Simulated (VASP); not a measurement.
All values below come from r2SCAN meta-GGA, VASP's PBE PAW potentials (set 64) (plane waves; VASP 6.6.1).

VASP input:

INCAR:
```
PREC = Accurate
METAGGA = R2SCAN
ALGO = Normal
EDIFFG = -0.01
LMIXTAU = .TRUE.
ISIF = 3   ! ions, shape and volume
LWAVE = .FALSE.
ENCUT = 480
NELM = 100   ! most electronic steps
LASPH = .TRUE.   ! aspherical one-centre terms
EDIFF = 1E-6   ! SCF stop (eV)
IBRION = 2
LCHARG = .FALSE.
NSW = 60   ! most ionic steps
ISMEAR = 0   ! Gaussian
SYSTEM = NaCl
SIGMA = 0.05
LREAL = .FALSE.   ! projection in real space or not
```

KPOINTS:
```
K-points
0
gamma
 7 7 7
```

### POSCAR
```
NaCl
1
    0.0000000000     2.8200000000     2.8200000000
    2.8200000000     0.0000000000     2.8200000000
    2.8200000000     2.8200000000     0.0000000000
Na Cl
1 1
Direct
  0.0000000000   0.0000000000   0.0000000000
  0.5000000000   0.5000000000   0.5000000000
```

POTCAR, in this order: Na_pv Cl (PBE.64 set). Program: vasp_std.

The run wrote:

OSZICAR:
```
       N       E                     dE             d eps       ncg     rms          rms(c)
DAV:   1     0.914508900797E+02    0.91451E+02   -0.72355E+03   440   0.124E+03
DAV:   2    -0.671440250811E+01   -0.98165E+02   -0.90927E+02   487   0.283E+02
DAV:   3    -0.157701413962E+02   -0.90557E+01   -0.89933E+01   535   0.868E+01
DAV:   4    -0.159643712706E+02   -0.19423E+00   -0.19406E+00   511   0.137E+01
DAV:   5    -0.159688660597E+02   -0.44948E-02   -0.44943E-02   582   0.200E+00    0.225E+00
DAV:   6    -0.137515082915E+02    0.22174E+01   -0.92081E-01   479   0.114E+01    0.275E+00
DAV:   7    -0.135571628750E+02    0.19435E+00   -0.24417E-01   455   0.717E+00    0.692E-01
DAV:   8    -0.139741072432E+02   -0.41694E+00   -0.30008E-01   440   0.574E+00    0.894E-01
DAV:   9    -0.137703024380E+02    0.20380E+00   -0.55973E-02   446   0.317E+00    0.651E-01
DAV:  10    -0.137928375483E+02   -0.22535E-01   -0.30230E-02   458   0.224E+00    0.227E-01
DAV:  11    -0.137596419290E+02    0.33196E-01   -0.15097E-02   440   0.161E+00    0.173E-01
DAV:  12    -0.137612125462E+02   -0.15706E-02   -0.76973E-04   482   0.441E-01    0.129E-01
DAV:  13    -0.137878931726E+02   -0.26681E-01   -0.67998E-03   440   0.938E-01    0.304E-02
DAV:  14    -0.137879047472E+02   -0.11575E-04   -0.64357E-05   518   0.954E-02    0.910E-03
DAV:  15    -0.137879189668E+02   -0.14220E-04   -0.11112E-05   476   0.434E-02    0.123E-02
DAV:  16    -0.137879426224E+02   -0.23656E-04   -0.11900E-05   458   0.552E-02    0.105E-02
DAV:  17    -0.137879378898E+02    0.47325E-05   -0.84945E-07   488   0.126E-02    0.215E-03
DAV:  18    -0.137879391401E+02   -0.12502E-05   -0.41224E-07   434   0.799E-03    0.881E-04
DAV:  19    -0.137879364989E+02    0.26411E-05   -0.86862E-08   232   0.485E-03    0.407E-04
DAV:  20    -0.137879366043E+02   -0.10532E-06   -0.24849E-08   223   0.221E-03
   1 F= -.13787937E+02 E0= -.13787937E+02  d E =-.137879E+02
       N       E                     dE             d eps       ncg     rms          rms(c)
DAV:   1    -0.138137212482E+02   -0.25785E-01   -0.56858E-01   497   0.119E+01    0.103E+00
DAV:   2    -0.137946999484E+02    0.19021E-01   -0.26291E-02   458   0.192E+00    0.434E-01
DAV:   3    -0.137911570398E+02    0.35429E-02   -0.84949E-03   491   0.111E+00    0.196E-01
DAV:   4    -0.137902554054E+02    0.90163E-03   -0.11859E-03   440   0.535E-01    0.438E-02
DAV:   5    -0.137910466513E+02   -0.79125E-03   -0.76554E-04   440   0.445E-01    0.194E-02
DAV:   6    -0.137909270585E+02    0.11959E-03   -0.18318E-04   440   0.175E-01    0.799E-03
DAV:   7    -0.137909596580E+02   -0.32599E-04   -0.39340E-05   440   0.750E-02    0.531E-03
DAV:   8    -0.137909700574E+02   -0.10399E-04   -0.24864E-06   440   0.232E-02    0.244E-03
DAV:   9    -0.137909711742E+02   -0.11168E-05   -0.16815E-06   452   0.138E-02    0.446E-04
DAV:  10    -0.137909690935E+02    0.20808E-05   -0.16187E-07   247   0.636E-03    0.421E-04
DAV:  11    -0.137909693221E+02   -0.22863E-06   -0.23525E-08   220   0.249E-03
   2 F= -.13790969E+02 E0= -.13790969E+02  d E =-.303272E-02
       N       E                     dE             d eps       ncg     rms          rms(c)
DAV:   1    -0.137937380531E+02   -0.27690E-02   -0.60748E-02   497   0.395E+00    0.334E-01
DAV:   2    -0.137917445392E+02    0.19935E-02   -0.27927E-03   455   0.630E-01    0.141E-01
DAV:   3    -0.137913929164E+02    0.35162E-03   -0.90134E-04   491   0.362E-01    0.627E-02
DAV:   4    -0.137913159196E+02    0.76997E-04   -0.12815E-04   440   0.176E-01    0.139E-02
DAV:   5    -0.137913939709E+02   -0.78051E-04   -0.86260E-05   440   0.148E-01    0.682E-03
DAV:   6    -0.137913754967E+02    0.18474E-04   -0.20440E-05   440   0.590E-02    0.250E-03
DAV:   7    -0.137913817697E+02   -0.62729E-05   -0.41081E-06   440   0.244E-02    0.172E-03
DAV:   8    -0.137913834359E+02   -0.16662E-05   -0.25612E-07   440   0.734E-03    0.694E-04
DAV:   9    -0.137913834584E+02   -0.22485E-07   -0.16848E-07   226   0.461E-03
   3 F= -.13791383E+02 E0= -.13791383E+02  d E =-.344685E-02
       N       E                     dE             d eps       ncg     rms          rms(c)
DAV:   1    -0.138009557127E+02   -0.95723E-02   -0.24346E-01   494   0.789E+00    0.672E-01
DAV:   2    -0.137928913882E+02    0.80643E-02   -0.11129E-02   455   0.126E+00    0.284E-01
DAV:   3    -0.137914290895E+02    0.14623E-02   -0.36508E-03   488   0.732E-01    0.127E-01
DAV:   4    -0.137910967249E+02    0.33236E-03   -0.50038E-04   440   0.347E-01    0.278E-02
DAV:   5    -0.137913990545E+02   -0.30233E-03   -0.33173E-04   440   0.290E-01    0.131E-02
DAV:   6    -0.137913429260E+02    0.56129E-04   -0.79383E-05   440   0.116E-01    0.503E-03
DAV:   7    -0.137913591049E+02   -0.16179E-04   -0.16090E-05   440   0.484E-02    0.353E-03
DAV:   8    -0.137913643259E+02   -0.52210E-05   -0.99086E-07   440   0.147E-02    0.146E-03
DAV:   9    -0.137913646511E+02   -0.32521E-06   -0.71072E-07   458   0.918E-03
   4 F= -.13791365E+02 E0= -.13791365E+02  d E =-.342805E-02
       N       E                     dE             d eps       ncg     rms          rms(c)
DAV:   1    -0.137954330973E+02   -0.40688E-02   -0.97782E-02   494   0.506E+00    0.418E-01
DAV:   2    -0.137922019292E+02    0.32312E-02   -0.44691E-03   455   0.798E-01    0.178E-01
DAV:   3    -0.137915412214E+02    0.66071E-03   -0.14555E-03   488   0.464E-01    0.776E-02
DAV:   4    -0.137915365321E+02    0.46893E-05   -0.20501E-04   440   0.221E-01    0.175E-02
DAV:   5    -0.137914870629E+02    0.49469E-04   -0.14055E-04   440   0.186E-01    0.888E-03
DAV:   6    -0.137915052272E+02   -0.18164E-04   -0.33544E-05   440   0.770E-02    0.305E-03
DAV:   7    -0.137915024590E+02    0.27682E-05   -0.63888E-06   440   0.308E-02    0.216E-03
DAV:   8    -0.137915031463E+02   -0.68726E-06   -0.45455E-07   440   0.966E-03
   5 F= -.13791503E+02 E0= -.13791503E+02  d E =-.356654E-02
```

OUTCAR:
```
------------------------ aborting loop because EDIFF is reached ----------------------------------------
  FORCE on cell =-STRESS in cart. coord.  units (eV):
  Direction    XX          YY          ZZ          XY          YZ          ZX
  --------------------------------------------------------------------------------------
  Total       -0.0002335     -0.0002335     -0.0002335      0.0000000      0.0000000      0.0000000
  in kB       -0.0085696     -0.0085696     -0.0085696      0.0000000      0.0000000      0.0000000
  external PRESSURE =      -0.0085696 kB  Pullay stress =       0.0000000 kB
  volume of cell :       43.66
      direct lattice vectors                 reciprocal lattice vectors
     0.000000000  2.794792676  2.794792676    -0.178904147  0.178904147  0.178904147
     2.794792676 -0.000000000  2.794792676     0.178904147 -0.178904147  0.178904147
     2.794792676  2.794792676  0.000000000     0.178904147  0.178904147 -0.178904147
  FREE ENERGIE OF THE ION-ELECTRON SYSTEM (eV)
  ---------------------------------------------------
  free  energy   TOTEN  =       -13.7915031463 eV

  energy  without entropy=      -13.7915031463  energy(sigma->0) =      -13.79150315

 reached required accuracy - stopping structural energy minimisation
```
(Selected blocks of OUTCAR.)

### CONTCAR
```
NaCl
   1.00000000000000
     0.0000000000000000    2.7947926763189774    2.7947926763189774
     2.7947926763189774   -0.0000000000000000    2.7947926763189774
     2.7947926763189774    2.7947926763189774    0.0000000000000000
  Na              Cl
     1     1
Direct
     0.0000000000000000    0.0000000000000000    0.0000000000000000
     0.5000000000000000    0.5000000000000000    0.5000000000000000
```

### OUTCAR
```
 val. band max:       -1.0057665012   @ k =   0.0000   0.0000   0.0000

 cond. band min:       5.0282954102   @ k =   0.0000   0.0000   0.0000


 Fermi energy:        -0.6833902813

 k-point     1 :       0.0000    0.0000    0.0000
  band No.  band energies     occupation
      1     -22.4783      2.00000
      2     -22.4779      2.00000
      3     -22.4779      2.00000
      4     -14.2919      2.00000
      5      -1.0058      2.00000
      6      -1.0058      2.00000
      7      -1.0058      2.00000
      8       5.0283      0.00000
      9      10.7786      0.00000
     10      10.7787      0.00000
     11      10.7787      0.00000

 k-point     2 :       0.1429    0.0000    0.0000
  band No.  band energies     occupation
      1     -22.4841      2.00000
      2     -22.4786      2.00000
      3     -22.4783      2.00000
      4     -14.2256      2.00000
      5      -1.4772      2.00000
      6      -1.0641      2.00000
      7      -1.0641      2.00000
      8       5.6605      0.00000
      9      10.1370      0.00000
     10      11.0457      0.00000
     11      11.0457      0.00000

 k-point     3 :       0.2857    0.0000    0.0000
  band No.  band energies     occupation
      1     -22.4979      2.00000
      2     -22.4795      2.00000
      3     -22.4792      2.00000
      4     -14.0713      2.00000
      5      -2.3440      2.00000
      6      -1.1901      2.00000
      7      -1.1900      2.00000
      8       6.6909      0.00000
      9       9.8184      0.00000
     10      11.1282      0.00000
     11      11.1283      0.00000

 k-point     4 :       0.4286    0.0000    0.0000
  band No.  band energies     occupation
      1     -22.5087      2.00000
      2     -22.4802      2.00000
      3     -22.4799      2.00000
      4     -13.9417      2.00000
      5      -2.9309      2.00000
      6      -1.2864      2.00000
      7      -1.2864      2.00000
      8       6.9828      0.00000
      9      10.6224      0.00000
...
```

Energy and stress use the plane-wave basis of the starting cell.

The compound is NaCl in the rock salt structure. This run relaxes it. Symmetry was kept, so distortions that lower it aren't found.
